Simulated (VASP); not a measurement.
Wanted: the native input for a VASP 6.6.1 run.

- Task: relaxation of cell and atoms
- Functional: PBE
- Potentials or basis: VASP PAW PBE potentials, release 64 (In, As)
- Cutoff: 300 eV
- k mesh: 5 × 5 × 5
- Occupations: gaussian, width 0.03 eV
- Spin: no spin polarisation
- Further INCAR settings: ALGO = Normal; EDIFF = 1e-07; IBRION = 2; EDIFFG = -0.005; NSW = 90; ISIF = 3

The structure of InAs lies in POSCAR:

```
InAs                                    
1.0
   -0.0000000000      3.1082897865      3.1082897865
    3.1082897865      0.0000000000      3.1082897865
    3.1082897865      3.1082897865      0.0000000000
  In              As            
     1     1
Direct
     0.0000000000000000    0.0000000000000000    0.0000000000000000
     0.2500000000000000    0.2500000000000000    0.2500000000000000
```

The input as run:

INCAR

```
  PREC = Accurate
  ENCUT = 300
  EDIFF = 1E-7
  ISMEAR = 0
  SIGMA = 0.03
  LREAL = False
  LASPH = True
  NELM = 80
  ALGO = Normal
  ISIF = 3
  LWAVE = False
  LCHARG = False
  GGA = PE
  IBRION = 2
  NSW = 90
  EDIFFG = -0.005
```

KPOINTS

```
regular mesh
0
Gamma
  5 5 5
```

Potentials or basis: VASP PAW PBE potentials, release 64 (In, As).

The run is started by

```sh
$ cat potpaw_PBE.64/In/POTCAR potpaw_PBE.64/As/POTCAR > POTCAR
$ mpirun -np 1 vasp_std > vasp.out
```

It gave:

```yaml
Pressure_after_relaxing: 0.0 GPa
Band_gap_on_the_k_mesh: none (metal or under the smearing width)
```

Caveat: the relaxation stopped at its first step, so nothing moved; this crystal is a semiconductor, whose small gap the functional closes, so the metal is an error of the method.

It took 3.5 s on 1 thread of Intel(R) Xeon(R) 6975P-C (Granite Rapids), on a shared host, peak memory 0.15 GiB.
